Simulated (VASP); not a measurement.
All values below come from PBEsol GGA, VASP's PBE PAW potentials (set 64) (plane waves; VASP).

VASP ran on this input.

INCAR:
```
LMAXMIX=4
LORBIT=11   # lm-projected
LCHARG=.FALSE.
ALGO=Normal   # blocked Davidson
GGA=PS
ISMEAR=0
ENCUT=400   # plane-wave cut-off (eV)
LREAL=.FALSE.
SYSTEM=TiP
SIGMA=0.05   # width (eV)
LWAVE=.FALSE.
LASPH=.TRUE.   # aspherical one-centre terms
PREC=Accurate
EDIFF=1E-7   # SCF stop (eV)
NELM=100   # most electronic steps
ICHARG=11   # fixed density
```

**KPOINTS**
```
k-points along high-symmetry lines
15
Line-mode
Reciprocal
  0.000000   0.000000   0.000000 ! GAMMA
 -0.500000  -0.500000   0.000000 ! X

 -0.500000  -0.500000   0.000000 ! X
 -0.375000  -0.375000   0.250000 ! U

 -0.375000   0.000000   0.375000 ! K
  0.000000   0.000000   0.000000 ! GAMMA

  0.000000   0.000000   0.000000 ! GAMMA
 -0.000000  -0.000000   0.500000 ! L

 -0.000000  -0.000000   0.500000 ! L
 -0.500000  -0.250000   0.250000 ! W

 -0.500000  -0.250000   0.250000 ! W
 -0.500000  -0.500000   0.000000 ! X
```

**POSCAR**
```
TiP
1
   -0.0000000000     2.7428299602     2.7428299602
    2.7428299602     0.0000000000     2.7428299602
    2.7428299602     2.7428299602    -0.0000000000
Ti P
1 1
Direct
  0.0000000000   0.0000000000   0.0000000000
  0.2500000000   0.2500000000   0.2500000000
```

POTCAR, in this order: Ti_sv P (PBE.64 set). Program: vasp_std. Read from the step before: CHGCAR.

The resulting files:

OUTCAR:
```
 ion  position               nearest neighbor table
   1  0.000  0.000  0.000-   2 2.38   2 2.38   2 2.38   2 2.38
   2  0.250  0.250  0.250-   1 2.38   1 2.38   1 2.38   1 2.38
  LATTYP: Found a face centered cubic cell.
 ALAT       =     5.4856599204
 Subroutine PRICEL returns:
 Original cell was already a primitive cell.
 Subroutine GETGRP returns: Found 24 space group operations
The static configuration has the point symmetry T_d .
The dynamic configuration has the point symmetry T_d .
 Subroutine INISYM returns: Found 24 space group operations
   k-points           NKPTS =     90   k-points in BZ     NKDIM =     90   number of bands    NBANDS=     12
   number of dos      NEDOS =    301   number of ions     NIONS =      2
   total plane-waves  NPLWV =  21952
   dimension x,y,z NGX =    28 NGY =   28 NGZ =   28
   dimension x,y,z NGXF=    56 NGYF=   56 NGZF=   56
   ions per type =               1   1
   PREC   = accura    normal or accurate (medium, high low for compatibility)
   ISTART =      0    job   : 0-new  1-cont  2-samecut
   ICHARG =     11    charge: 1-file 2-atom 10-const
   ISPIN  =      1    spin polarized calculation?
   LNONCOLLINEAR =      F non collinear calculations
   LSORBIT =      F    spin-orbit coupling
   INIWAV =      1    electr: 0-lowe 1-rand  2-diag
   ENCUT  =  400.0 eV  29.40 Ry    5.42 a.u.   6.33  6.33  6.33*2*pi/ulx,y,z
   NELM   =    100;   NELMIN=  2; NELMDL= -5     # of ELM steps
   EDIFF  = 0.1E-06   stopping-criterion for ELM
   LREAL  =      F    real-space projection
   NLSPLINE    = F    spline interpolate recip. space projectors
   LMAXMIX     =    4 max onsite mixed and CHGCAR
   VOSKOWN=      0    Vosko Wilk Nusair interpolation
   EDIFFG = 0.1E-05   stopping-criterion for IOM
   NSW    =      0    number of steps for IOM
   NBLOCK =      1;   KBLOCK =      1    inner block; outer block
   IBRION =     -1    ionic relax: 0-MD 1-quasi-New 2-CG
   NFREE  =      0    steps in history (QN), initial steepest desc. (CG)
   ISIF   =      2    stress and relaxation
   ISYM   =      2    0-nonsym 1-usesym 2-fastsym
   TEIN   =    0.0    initial temperature
   TEBEG  =    0.0;   TEEND  =   0.0 temperature during run
...
```

OSZICAR:
```
       N       E                     dE             d eps       ncg     rms          rms(c)
DAV:   1     0.108175126272E+03    0.10818E+03   -0.75287E+03  2160   0.121E+03
DAV:   2    -0.585092153727E+01   -0.11403E+03   -0.11065E+03  2276   0.324E+02
DAV:   3    -0.146557751839E+02   -0.88049E+01   -0.84954E+01  3456   0.868E+01
DAV:   4    -0.149675638176E+02   -0.31179E+00   -0.30977E+00  2708   0.145E+01
DAV:   5    -0.149840558992E+02   -0.16492E-01   -0.16477E-01  3292   0.293E+00
DAV:   6    -0.149842364168E+02   -0.18052E-03   -0.18050E-03  2644   0.298E-01
DAV:   7    -0.149842420860E+02   -0.56691E-05   -0.56685E-05  3376   0.425E-02
DAV:   8    -0.149842421638E+02   -0.77883E-07   -0.77741E-07  2528   0.481E-03
   1 F= -.14984242E+02 E0= -.14983967E+02  d E =-.549950E-03
```

File OUTCAR:
```
 val. band max:        5.4066711060   @ k =  -0.2500  -0.2500   0.0000

 cond. band min:       5.4466623964   @ k =  -0.3214  -0.1607   0.3393



 k-point     1 :       0.0000    0.0000    0.0000
  band No.  band energies     occupation
      1     -51.4440      2.00000
      2     -27.8073      2.00000
      3     -27.8073      2.00000
      4     -27.8073      2.00000
      5      -5.4695      2.00000
      6       2.9608      2.00000
      7       2.9608      2.00000
      8       2.9608      2.00000
      9       6.1638      0.00000
     10       6.1638      0.00000
     11       9.4285      0.00000
     12      10.7470      0.00000

 k-point     2 :      -0.0357   -0.0357    0.0000
  band No.  band energies     occupation
      1     -51.4438      2.00000
      2     -27.8079      2.00000
      3     -27.8075      2.00000
      4     -27.8075      2.00000
      5      -5.4527      2.00000
      6       2.9294      2.00000
      7       2.9674      2.00000
      8       2.9674      2.00000
      9       6.1427      0.00000
     10       6.1719      0.00000
     11       9.4608      0.00000
     12      10.7004      0.00000

 k-point     3 :      -0.0714   -0.0714    0.0000
  band No.  band energies     occupation
      1     -51.4436      2.00000
      2     -27.8097      2.00000
      3     -27.8082      2.00000
      4     -27.8082      2.00000
      5      -5.4031      2.00000
      6       2.8394      2.00000
      7       2.9872      2.00000
      8       2.9872      2.00000
      9       6.0807      0.00000
     10       6.1956      0.00000
     11       9.5487      0.00000
     12      10.4965      0.00000

 k-point     4 :      -0.1071   -0.1071    0.0000
  band No.  band energies     occupation
      1     -51.4433      2.00000
      2     -27.8125      2.00000
      3     -27.8092      2.00000
      4     -27.8092      2.00000
      5      -5.3220      2.00000
      6       2.7018      2.00000
      7       3.0203      2.00000
...
```

The density is held fixed in this step, so its total energy and stress have no physical meaning.

The structure was generated: TiP was put into the zinc blende type (F-43m), which need not be its known phase. It was relaxed first, which changed the volume by -30 %. The electron count is odd and the run is not spin-polarised, which forces a metal.
